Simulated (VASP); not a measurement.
# TiPd (P4/mmm) in VASP: notebook

Runs on TiPd. Level: LDA. Tasks: single point.

All numbers are computed with VASP 6.6.1; they aren't measurements. Logs are shortened: lines on timing, memory, paths and dates and some standing lists are left out, and cuts for length are marked.

### 1 The cell of the first run

The structure is tetragonal, space group P4/mmm (No. 123). The conventional cell has a = 3.275 Å, b = 3.275 Å, c = 3.085 Å, α = 90.00°, β = 90.00°, γ = 90.00°. Ti (site symmetry 4/mmm) is surrounded by 8 Pd at 2.78 Å and 2 Ti at 3.08 Å. Pd (site symmetry 4/mmm) is surrounded by 8 Ti at 2.78 Å and 2 Pd at 3.08 Å.

### 2 Single point, LDA (strain +0.030 along x and y, -0.030 along z, atoms carried along)

Contents of INCAR:

```
ALGO = Fast ; EDIFF = 1E-6
ENCUT = 520 ; ISIF = 2
ISMEAR = 0 ; LASPH = True
LCHARG = False ; LREAL = False
LWAVE = False ; NBANDS = 18
NELM = 100 ; PREC = Accurate
SIGMA = 0.15
```

Contents of KPOINTS:

```
k-points
0
Gamma
  16 16 16
```

Contents of POSCAR:

```
TiPd
1.0
    3.2754000000      0.0000000000      0.0000000000
    0.0000000000      3.2754000000      0.0000000000
    0.0000000000      0.0000000000      3.0846000000
Ti Pd
1 1
Direct
    0.5000000000      0.5000000000      0.5000000000
    0.0000000000      0.0000000000      0.0000000000
```

Potentials or basis: VASP PAW LDA potentials, release 64 (Ti_sv, Pd).

On the command line:

```sh
$ cat potpaw_LDA.64/Ti_sv/POTCAR potpaw_LDA.64/Pd/POTCAR > POTCAR
$ mpirun -np 1 vasp_std > vasp.out
```

OUTCAR:

```text
EDIFF = 1E-6
   ENCUT = 520
   ISIF = 2
   ISMEAR = 0
   LASPH = True
   LREAL = False
   NELM = 100
   PREC = Accurate

 ion  position               nearest neighbor table
   1  0.500  0.500  0.500-   2 2.78   2 2.78   2 2.78   2 2.78   2 2.78   2 2.78   2 2.78   2 2.78

   2  0.000  0.000  0.000-   1 2.78   1 2.78   1 2.78   1 2.78   1 2.78   1 2.78   1 2.78   1 2.78

  LATTYP: Found a simple tetragonal cell.
 ALAT       =     3.2754000000
 C/A-ratio  =     0.9417475728

  Lattice vectors:

 A1 = (   3.2754000000,   0.0000000000,   0.0000000000)
 A2 = (   0.0000000000,   3.2754000000,   0.0000000000)
 A3 = (   0.0000000000,   0.0000000000,   3.0846000000)

Analysis of symmetry for initial positions (statically):
=====================================================================
 Subroutine PRICEL returns:
 Original cell was already a primitive cell.

 Routine SETGRP: Setting up the symmetry group for a
 simple tetragonal supercell.

 Subroutine GETGRP returns: Found 16 space group operations
 (whereof 16 operations were pure point group operations)
 out of a pool of 16 trial point group operations.

The static configuration has the point symmetry D_4h.

Analysis of symmetry for dynamics (positions and initial velocities):
=====================================================================
 Subroutine PRICEL returns:
 Original cell was already a primitive cell.

 Routine SETGRP: Setting up the symmetry group for a
 simple tetragonal supercell.

 Subroutine GETGRP returns: Found 16 space group operations
 (whereof 16 operations were pure point group operations)
 out of a pool of 16 trial point group operations.

The dynamic configuration has the point symmetry D_4h.

 Subroutine INISYM returns: Found 16 space group operations
 (whereof 16 operations are pure point group operations),
 and found     1 'primitive' translations

----------------------------------------------------------------------------------------

                                     Primitive cell

  volume of cell :      33.0923

  direct lattice vectors                    reciprocal lattice vectors
     3.275400000  0.000000000  0.000000000     0.305306222  0.000000000  0.000000000
     0.000000000  3.275400000  0.000000000     0.000000000  0.305306222  0.000000000
     0.000000000  0.000000000  3.084600000     0.000000000  0.000000000  0.324191143

  length of vectors
     3.275400000  3.275400000  3.084600000     0.305306222  0.305306222  0.324191143

  position of ions in fractional coordinates (direct lattice)
     0.500000000  0.500000000  0.500000000
     0.000000000  0.000000000  0.000000000

  ion indices of the primitive-cell ions
   primitive index   ion index
                 1           1
                 2           2

----------------------------------------------------------------------------------------

 KPOINTS: k-points

Automatic generation of k-mesh.
 Grid dimensions read from file:
 generate k-points for:   16   16   16

 Generating k-lattice:

  Cartesian coordinates                     Fractional coordinates (reciprocal lattice)
     0.019081639  0.000000000  0.000000000     0.062500000  0.000000000  0.000000000
     0.000000000  0.019081639  0.000000000     0.000000000  0.062500000  0.000000000
     0.000000000  0.000000000  0.020261946     0.000000000  0.000000000  0.062500000

  Length of vectors
     0.019081639  0.019081639  0.020261946

  Shift w.r.t. Gamma in fractional coordinates (k-lattice)
     0.000000000  0.000000000  0.000000000

 Subroutine IBZKPT returns following result:
 ===========================================

 Found    405 irreducible k-points:

 Following reciprocal coordinates:
            Coordinates               Weight
  0.000000  0.000000  0.000000      1.000000
  0.062500  0.000000  0.000000      4.000000
  0.125000  0.000000  0.000000      4.000000
  0.187500  0.000000  0.000000      4.000000
  0.250000  0.000000  0.000000      4.000000
  0.312500  0.000000  0.000000      4.000000
[... 16 lines left out ...]
  0.437500  0.125000  0.000000      8.000000
  0.500000  0.125000  0.000000      4.000000
 [... further k-points ...]
   k-points           NKPTS =    405   k-points in BZ     NKDIM =    405   number of bands    NBANDS=     18
   number of dos      NEDOS =    301   number of ions     NIONS =      2
   total plane-waves  NPLWV =  13824
   dimension x,y,z NGX =    24 NGY =   24 NGZ =   24
   dimension x,y,z NGXF=    48 NGYF=   48 NGZF=   48
   ions per type =               1   1
   NGX,Y,Z   is equivalent  to a cutoff of  12.18, 12.18, 12.93 a.u.
   NGXF,Y,Z  is equivalent  to a cutoff of  24.36, 24.36, 25.87 a.u.
 SYSTEM =  unknown system
   PREC   = accura    normal or accurate (medium, high low for compatibility)
   ISTART =      0    job   : 0-new  1-cont  2-samecut
   ICHARG =      2    charge: 1-file 2-atom 10-const
   ISPIN  =      1    spin polarized calculation?
   LNONCOLLINEAR =      F non collinear calculations
   LSORBIT =      F    spin-orbit coupling
   LASPH  =      T    aspherical Exc in radial PAW
   ENCUT  =  520.0 eV  38.22 Ry    6.18 a.u.   6.09  6.09  5.74*2*pi/ulx,y,z
   NELM   =    100;   NELMIN=  2; NELMDL= -5     # of ELM steps
   EDIFF  = 0.1E-05   stopping-criterion for ELM
   LREAL  =      F    real-space projection
   EDIFFG = 0.1E-04   stopping-criterion for IOM
   NSW    =      0    number of steps for IOM
   IBRION =     -1    ionic relax: 0-MD 1-quasi-New 2-CG
   NFREE  =      0    steps in history (QN), initial steepest desc. (CG)
   ISIF   =      2    stress and relaxation
   ISYM   =      2    0-nonsym 1-usesym 2-fastsym
   POTIM  = 0.5000    time-step for ionic-motion
   TEBEG  =    0.0;   TEEND  =   0.0 temperature during run
   PSTRESS=    0.0 pullay stress
   NELECT =      22.0000    total number of electrons
   NUPDOWN=      -1.0000    fix difference up-down
   EMIN   =  10.00;   EMAX   =-10.00  energy-range for DOS
   EFERMI =   0.00;   METHOD = LEGACY
   ISMEAR =     0;   SIGMA  =   0.15  broadening in eV -4-tet -1-fermi 0-gaus
   EFERMI_NEDOS =   21; number of points for ismear=-14 and -15
   IALGO  =     68    algorithm
   IMIX   =      4    mixing-type and parameters
     AMIX     =   0.40;   BMIX     =  1.00
     AMIX_MAG =   1.60;   BMIX_MAG =  1.00
  volume/ion in A,a.u.               =      16.55       111.66
  Fermi-wavevector in a.u.,A,eV,Ry     =   1.428806  2.700051 27.776104  2.041486
  Thomas-Fermi vector in A             =   2.548828
   LORBIT       =      0    0 simple, 1 ext, 2 COOP (PROOUT), +10 PAW based schemes
   GGA     = CA    functional components
   LHFCALC =     F    Hartree Fock is set to
   AEXX    =    0.0000 exact exchange contribution
   IVDW    =     0    specifies the selected vdW correction
   LEPSILON=     F    determine dielectric tensor
   LRPA    =     F    only Hartree local field effects (RPA)
 non-spin polarized calculation
 RMM-DIIS sequential band-by-band and
 Gauss-broadening in eV      SIGMA  =   0.15
  energy-cutoff  :      520.00
  volume of cell :       33.09
 maximum number of plane-waves:       928
   NGX = 13   NGY = 13   NGZ = 11

 number of electron      22.0000014 magnetization

 Free energy of the ion-electron system (eV)
  ---------------------------------------------------
  ext. energy  EPLUGINS =         0.00000000
  ---------------------------------------------------
  free energy    TOTEN  =       -15.87753808 eV

  energy without entropy =      -15.84196474  energy(sigma->0) =      -15.85975141

 E-fermi :   8.9982     XC(G=0): -12.4327

 val. band max:        8.9929922950   @ k =   0.5000   0.1250   0.5000
 cond. band min:       9.0006702215   @ k =   0.3750   0.2500   0.3750
 fundamental gap:      0.0076779265
 Fermi energy:         8.9982182693

 k-point     1 :       0.0000    0.0000    0.0000
  band No.  band energies     occupation
      1     -47.8612      2.00000
      2     -24.4311      2.00000
      3     -24.4311      2.00000
      4     -24.3190      2.00000
      5       1.8919      2.00000
      6       4.0965      2.00000
[... 10 lines left out ...]
     17      16.2106      0.00000
     18      17.9918      0.00000

 k-point     2 :       0.0625    0.0000    0.0000
  band No.  band energies     occupation
      1     -47.8608      2.00000
      2     -24.4358      2.00000
      3     -24.4309      2.00000
      4     -24.3187      2.00000
      5       1.9579      2.00000
      6       4.1304      2.00000
[... 10 lines left out ...]
     17      16.3914      0.00000
     18      18.1452      0.00000

 k-point     3 :       0.1250    0.0000    0.0000
  band No.  band energies     occupation
      1     -47.8596      2.00000
      2     -24.4492      2.00000
      3     -24.4302      2.00000
      4     -24.3180      2.00000
      5       2.1527      2.00000
      6       4.2123      2.00000
[... 10 lines left out ...]
     17      16.8924      0.00000
     18      18.5832      0.00000

 k-point     4 :       0.1875    0.0000    0.0000
  band No.  band energies     occupation
      1     -47.8579      2.00000
      2     -24.4691      2.00000
      3     -24.4293      2.00000
      4     -24.3170      2.00000
      5       2.4657      2.00000
      6       4.3216      2.00000
[... 375 lines left out ...]
      4     -24.3121      2.00000
      5       3.9043      2.00000
      6       4.7878      2.00000
[... 10 lines left out ...]
     17      18.8497      0.00000
     18      22.3392      0.00000

 k-point    23 :       0.4375    0.1250    0.0000
  band No.  band energies     occupation
      1     -47.8496      2.00000
      2     -24.5459      2.00000
      3     -24.4415      2.00000
      4     -24.3113      2.00000
      5       4.1958      2.00000
      6       4.9085      2.00000
[... 10 lines left out ...]
     17      19.6522      0.00000
     18      21.5252      0.00000

 k-point    24 :       0.5000    0.1250    0.0000
  band No.  band energies     occupation
      1     -47.8492      2.00000
      2     -24.5504      2.00000
      3     -24.4412      2.00000
      4     -24.3111      2.00000
      5       4.3030      2.00000
      6       5.0033      2.00000
[... 10 lines left out ...]
     17      20.1762      0.00000
     18      21.0039      0.00000

 [... further k-points ...]
[... 5 lines left out ...]
  --------------------------------------------------------------------------------------
  -------------------------------------------------------------------------------------
  Total       -2.9597489     -2.9597489     -3.3535767      0.0000000      0.0000000     -0.0000000
  in kB     -143.2972645   -143.2972645   -162.3645741      0.0000000      0.0000000     -0.0000000
  external PRESSURE =    -149.6530344 kB  Pullay stress =       0.0000000 kB

 VOLUME and BASIS-vectors are now :
 -----------------------------------------------------------------------------
  energy-cutoff  :      520.00
  volume of cell :       33.09
      direct lattice vectors                 reciprocal lattice vectors
     3.275400000  0.000000000  0.000000000     0.305306222  0.000000000  0.000000000
     0.000000000  3.275400000  0.000000000     0.000000000  0.305306222  0.000000000
     0.000000000  0.000000000  3.084600000     0.000000000  0.000000000  0.324191143

 POSITION                                       TOTAL-FORCE (eV/Angst)
 -----------------------------------------------------------------------------------
      1.63770      1.63770      1.54230         0.000000      0.000000      0.000000
      0.00000      0.00000      0.00000         0.000000      0.000000      0.000000
 -----------------------------------------------------------------------------------
    total drift:                                0.000000      0.000000     -0.000000

  FREE ENERGIE OF THE ION-ELECTRON SYSTEM (eV)
  ---------------------------------------------------
  free  energy   TOTEN  =       -15.8775380756 eV

  energy  without entropy=      -15.8419647370  energy(sigma->0) =      -15.85975141
```

It took 3 min on 1 thread of Intel Xeon Platinum 8488C (Sapphire Rapids), shared host; peak memory 0.34 GiB.

What came out:

- Free energy: -15.8775 eV
- Pressure: -15.0 GPa
- Band gap on the k mesh: none (metal or under the smearing width)

Stress tensor (GPa, compression positive):
```
-14.33   0.00   0.00
  0.00 -14.33   0.00
  0.00   0.00 -16.24
```

Levels at points of the mesh, in eV from the Fermi level:
```tsv
k point	band 9	band 10	band 11	band 12	band 13	band 14
(0.00, 0.00, 0.00)	-2.79	-2.79	0.23	0.59	2.02	2.05
(0.50, 0.00, 0.00)	-3.00	-2.47	-0.84	-0.80	0.24	0.67
(0.50, 0.50, 0.00)	-1.99	-1.02	0.27	0.27	0.51	1.98
(0.00, 0.00, 0.50)	-3.14	-2.62	-0.68	-0.06	0.19	0.19
(0.50, 0.00, 0.50)	-1.85	-0.51	0.64	0.72	0.96	1.99
(0.50, 0.50, 0.50)	-1.71	-1.64	-1.64	-1.46	2.07	2.35
```

### 3 Single point, LDA (strain -0.030 along x and y, -0.030 along z, atoms carried along)

Contents of INCAR:

```
PREC = Accurate
ENCUT = 520
EDIFF = 1E-7
ISMEAR = 0
SIGMA = 0.15
LREAL = F
LASPH = T
NELM = 100
ALGO = Normal
ISIF = 2
LWAVE = F
LCHARG = T
GGA = CA
LELF = T
LVHAR = T
NBANDS = 18
```

Contents of KPOINTS:

```
Automatic mesh
0
Gamma
  16 16 16
```

Contents of POSCAR:

```
TiPd
1.0
    3.0846000000      0.0000000000      0.0000000000
    0.0000000000      3.0846000000      0.0000000000
    0.0000000000      0.0000000000      3.0846000000
Ti Pd
1 1
Direct
    0.5000000000      0.5000000000      0.5000000000
    0.0000000000      0.0000000000      0.0000000000
```

Potentials or basis: VASP PAW LDA potentials, release 64 (Ti_sv, Pd).

On the command line:

```sh
$ cat potpaw_LDA.64/Ti_sv/POTCAR potpaw_LDA.64/Pd/POTCAR > POTCAR
$ mpirun -np 1 vasp_std > vasp.out
```

Wall time 41 s (1 thread of Intel Xeon Platinum 8488C (Sapphire Rapids), shared host); peak memory 0.2 GiB.

It converged, with:

```
Free energy            : -16.0222 eV
Pressure               : 3.6 GPa
Band gap on the k mesh : none (metal or under the smearing width)
```

Levels at points of the mesh, in eV from the Fermi level:
```
           k point  band 7  band 8  band 9  band 10  band 11  band 12  band 13  band 14  band 15  band 16
(0.00, 0.00, 0.00)   -5.74   -3.32   -3.32    -3.32     0.49     0.49     2.39     2.39     2.39     8.46
(0.50, 0.00, 0.00)   -3.70   -3.65   -3.65    -2.87    -1.07    -0.48     0.34     0.34     1.66     3.22
(0.50, 0.50, 0.00)   -4.40   -4.40   -2.07    -0.76     0.56     0.56     0.97     2.46     2.46     2.51
(0.50, 0.50, 0.50)   -4.78   -2.02   -2.02    -1.93    -1.93    -1.93     2.58     2.58     7.34     8.97
```
